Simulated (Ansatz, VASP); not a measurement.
**One calculation of SrMg, two programs**

INCAR

```
PREC = Accurate
ENCUT = 520
EDIFF = 1E-8
ISMEAR = -1
SIGMA = 0.05
LREAL = F
LASPH = T
NELM = 80
ALGO = Normal
ISIF = 2
LWAVE = F
LCHARG = F
LEFG = T
NBANDS = 13
```

Contents of KPOINTS:

```
regular mesh
0
Gamma
  9 9 9
```

The input POSCAR:

```
SrMg
1.0
    3.8203858240      0.0000000000      0.0000000000
    0.0000000000      3.8203858240      0.0000000000
    0.0000000000      0.0000000000      3.8203858240
Sr Mg
1 1
Direct
    0.5000000000      0.5000000000      0.5000000000
    0.0000000000      0.0000000000      0.0000000000
```

Input for Ansatz:

```yaml
crystal:
  lattice:
    - [3.820385824, 0.0, 0.0]
    - [0.0, 3.820385824, 0.0]
    - [0.0, 0.0, 3.820385824]
  atoms:
    - { symbol: Sr, position: [0.5, 0.5, 0.5] }
    - { symbol: Mg, position: [0.0, 0.0, 0.0] }
kpoints:
  mp_grid: { grid: [9, 9, 9] }
scf:
  occupations: { method: fermi_dirac, width: 0.05 }
hamiltonian:
  xc: lda
  pseudopotentials: { kind: paw }
output:
  forces: true
  stress: true
  eigenvalues: true
  efg: { contact_densities: true }
  write_density: true
  write_potential: true
  elf: true
  volumetric_format: npy
```

Change from the starting cell: volume scaled by 0.94, PAW files.

Alike in both runs: task electric field gradients; functional LDA; k mesh 9 × 9 × 9; occupations fermi-dirac, width 0.05 eV; no spin polarisation.

|  | VASP | Ansatz |
| --- | --- | --- |
| version | VASP 6.6.1 | Ansatz 0.2.0 |
| potentials or method | VASP PAW LDA potentials, release 64 (Sr_sv, Mg) | PAW with Ansatz's default frozen-core files, scalar-relativistic |
| plane-wave cutoff (eV) | 520 | 420 |
| valence electrons in the cell | 12 | 20 |

|  | VASP | Ansatz | Ansatz less VASP |
| --- | --- | --- | --- |
| pressure (GPa) | 5.7 | 5.8 | +0.12 |
| Vzz of the field gradient on the site that differs most (V/Å²) | 0.0 | 0.0 | 0.00 |

The two sets of potentials don't hold the same shells in valence. Ansatz warned: «gradients_without_spin_orbit».
